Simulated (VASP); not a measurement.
Calculation: PBEsol GGA, VASP's PBE PAW potentials (set 64) (plane waves; VASP 6.6.1).

The input files of a VASP run:

### KPOINTS
```
Automatic mesh
0
Gamma
10 7 1
0 0 0
```

INCAR:
```
# general
SYSTEM  = CoGa(110) slab
PREC    = Normal
ENCUT   = 400
LREAL   = .FALSE.   # projection in real space or not
LASPH   = .TRUE.

# electronic loop
EDIFF   = 1E-6   # SCF stop (eV)
NELM    = 100   # most electronic steps
NELMIN  = 4
ALGO    = Normal   # blocked Davidson
LMAXMIX = 4

# smearing
ISMEAR  = 1   # Methfessel-Paxton
SIGMA   = 0.1

# functional
GGA     = PS

# output
LWAVE   = .FALSE.
LCHARG  = .FALSE.
LORBIT  = 11
LVHAR   = .TRUE.

# other
LDIPOL  = .TRUE.
IDIPOL  = 3
DIPOL   = 0.5 0.5 0.5
```

POSCAR:
```
CoGa(110) slab
1
    2.8402167332     0.0000000000     0.0000000000
    0.0000000000     4.0166729653     0.0000000000
    0.0000000000     0.0000000000    24.8344783915
Ga Co
5 5
Direct
  0.5000000000   0.0000000000   0.3310799157
  0.5000000000   0.5000000000   0.4194151789
  0.5000000000   0.0000000000   0.5000000000
  0.5000000000   0.5000000000   0.5805848211
  0.5000000000   1.0000000000   0.6689200843
  0.0000000000   0.5000000000   0.3430978382
  0.0000000000   1.0000000000   0.4202109438
  0.0000000000   0.5000000000   0.5000000000
  0.0000000000   0.0000000000   0.5797890562
  0.0000000000   0.5000000000   0.6569021618
```

POTCAR, in this order: Ga_d Co (PBE.64 set). Program: vasp_std. Read from the step before: WAVECAR.

The resulting files:

File OSZICAR:
```
       N       E                     dE             d eps       ncg     rms          rms(c)
DAV:   1    -0.564371131683E+02   -0.56437E+02   -0.16949E-03  4282   0.462E-01    0.292E-01
DAV:   2    -0.564711734721E+02   -0.34060E-01   -0.11609E-01  5240   0.384E+00    0.232E+00
DAV:   3    -0.564360116489E+02    0.35162E-01   -0.89561E-02  5016   0.334E+00    0.748E-02
DAV:   4    -0.564365557882E+02   -0.54414E-03   -0.45362E-03  3954   0.313E-01    0.101E-01
DAV:   5    -0.564365182670E+02    0.37521E-04   -0.33734E-04  3492   0.183E-01    0.303E-02
DAV:   6    -0.564365161125E+02    0.21545E-05   -0.31210E-05  3142   0.477E-02    0.176E-02
DAV:   7    -0.564365148811E+02    0.12314E-05   -0.42690E-06  3110   0.198E-02    0.965E-03
DAV:   8    -0.564365144699E+02    0.41123E-06   -0.11861E-06  1966   0.101E-02
   1 F= -.56436514E+02 E0= -.56435814E+02  d E =-.210261E-02
```

OUTCAR:
```
------------------------ aborting loop because EDIFF is reached ----------------------------------------
  FORCE on cell =-STRESS in cart. coord.  units (eV):
  Direction    XX          YY          ZZ          XY          YZ          ZX
  --------------------------------------------------------------------------------------
  Total       -7.2780691     -6.4030625     -0.0983686      0.0000000      0.0000000      0.0000000
  in kB      -41.1579525    -36.2097334     -0.5562805      0.0000000      0.0000000      0.0000000
  external PRESSURE =     -25.9746554 kB  Pullay stress =       0.0000000 kB
  volume of cell :      283.32
      direct lattice vectors                 reciprocal lattice vectors
     2.840216733  0.000000000  0.000000000     0.352085807  0.000000000  0.000000000
     0.000000000  4.016672965  0.000000000     0.000000000  0.248962265  0.000000000
     0.000000000  0.000000000 24.834478391     0.000000000  0.000000000  0.040266600
 POSITION                                       TOTAL-FORCE (eV/Angst)
 -----------------------------------------------------------------------------------
      1.42011      0.00000      8.22220         0.000000     -0.000000     -0.010390
      1.42011      2.00834     10.41596         0.000000      0.000000     -0.027548
      1.42011      0.00000     12.41724         0.000000     -0.000000      0.000000
      1.42011      2.00834     14.41852         0.000000     -0.000000      0.027548
      1.42011      0.00000     16.61228         0.000000      0.000000      0.010390
      0.00000      2.00834      8.52066         0.000000     -0.000000     -0.023992
      0.00000      0.00000     10.43572         0.000000     -0.000000     -0.004660
      0.00000      2.00834     12.41724         0.000000     -0.000000      0.000000
      0.00000      0.00000     14.39876         0.000000     -0.000000      0.004660
      0.00000      2.00834     16.31382         0.000000     -0.000000      0.023992
 -----------------------------------------------------------------------------------
    total drift:                                0.000000     -0.000000      0.000000
  FREE ENERGIE OF THE ION-ELECTRON SYSTEM (eV)
  ---------------------------------------------------
  free  energy   TOTEN  =       -56.4365144699 eV

  energy  without entropy=      -56.4344118581  energy(sigma->0) =      -56.43581360

 total charge

# of ion       s       p       d       tot
------------------------------------------
    1        0.916   0.748   9.991  11.656
    2        0.875   0.947  10.068  11.890
    3        0.861   0.940  10.073  11.874
    4        0.875   0.947  10.068  11.890
    5        0.916   0.748   9.991  11.656
    6        0.400   0.406   7.456   8.262
    7        0.401   0.458   7.511   8.369
    8        0.405   0.489   7.532   8.426
    9        0.401   0.458   7.511   8.369
   10        0.400   0.406   7.456   8.262
--------------------------------------------------
tot          6.450   6.548  87.656 100.654
```
(Selected blocks of OUTCAR.)

The cell is a thin slab with vacuum, built from CoGa (CsCl type): (110) face. The run is not spin-polarised, so no magnetic state was tried.
